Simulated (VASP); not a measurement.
Write the native input for VASP 6.6.1 that does the following.

```yaml
Task: single point
Functional: r2SCAN
Potentials_or_basis: VASP PAW PBE potentials, release 64 (Ti_sv, N, C, S)
Cutoff: 520 eV
k_mesh: 5 × 4 × 3, shifted
Occupations: fermi-dirac, width 0.1 eV
Spin: no spin polarisation
Dipole_correction: no
Further_INCAR_settings: ALGO = Normal; EDIFF = 1e-06; ISYM = 0
```

The system is TiC2S2N2.

```xyz
7
Lattice="0.0000 3.6604 0.0000 5.3138 -1.8302 0.0000 1.8753 0.0000 -5.9444" Properties=species:S:1:pos:R:3 pbc="T T T"
Ti    0.0000    0.0000    0.0000
N     5.4623    1.8302   -4.9345
N     1.7268    0.0000   -1.0100
C     4.2823    1.8302   -4.7044
C     2.9067    0.0000   -1.2400
S     2.6971    1.8302   -4.4328
S     4.4920    0.0000   -1.5117
```

The cell was built by a generator and needn't be a form met in nature.

One way to write it, as run:

POSCAR

```
TiC2S2N2
1.0
    0.0000000000      3.6604001600      0.0000000000
    5.3137743800     -1.8302000800      0.0000000000
    1.8753014200      0.0000000000     -5.9444377300
Ti N C S
1 2 2 2
Direct
    0.0000000000      0.0000000000      0.0000000000
    0.8675000000      0.7350000000      0.8301000000
    0.1325000000      0.2650000000      0.1699000000
    0.7633000000      0.5266000000      0.7914000000
    0.2367000000      0.4734000000      0.2086000000
    0.6222000000      0.2444000000      0.7457000000
    0.3778000000      0.7556000000      0.2543000000
```

INCAR.step1

```
  PREC = Accurate
  ENCUT = 520
  ISMEAR = -5
  SIGMA = 0.1
  LREAL = F
  LASPH = T
  NELM = 100
  LMAXMIX = 4
  GGA = PE
  ALGO = Normal
  EDIFF = 1E-4
  LWAVE = T
  LCHARG = F
  ISYM = 0
```

INCAR.step2

```
  PREC = Accurate
  ENCUT = 520
  EDIFF = 1E-6
  ISMEAR = -1
  SIGMA = 0.1
  LREAL = F
  LASPH = T
  NELM = 100
  ALGO = Normal
  ISIF = 2
  LWAVE = F
  LCHARG = F
  LMAXMIX = 4
  METAGGA = R2SCAN
  LMIXTAU = T
  LORBIT = 11
  ISTART = 1
  ISYM = 0
```

KPOINTS

```
Automatic mesh
0
Gamma
  5 4 3
  0 0 0.5
```

Potentials or basis: VASP PAW PBE potentials, release 64 (Ti_sv, N, C, S).

The run is started by

```bash
$ cat potpaw_PBE.64/Ti_sv/POTCAR potpaw_PBE.64/N/POTCAR potpaw_PBE.64/C/POTCAR potpaw_PBE.64/S/POTCAR > POTCAR
$ cp INCAR.step1 INCAR
$ mpirun -np 1 vasp_std > vasp.out
$ cp INCAR.step2 INCAR
$ mpirun -np 1 vasp_std > vasp.out
```

It gave:

```yaml
Pressure: 1.0 GPa
Largest_force: 2.515 eV/Å
Band_gap_on_the_k_mesh: none (metal or under the smearing width)
Valence_electrons_inside_the_program's_atomic_spheres: Ti 10.23; N 3.89; C 2.63; S 3.79
```

Caveat: the k mesh is coarse (spacing up to 0.37 Å⁻¹), so the values aren't converged; the standard files for N, O and F lose accuracy on very short bonds; the PAW data sets were made with another functional, which shifts forces and pressure a little.

Run time: 3.6 min on 1 thread of AMD EPYC 9R45 96-Core Processor (Zen 5), on a shared host, peak memory 0.26 GiB.
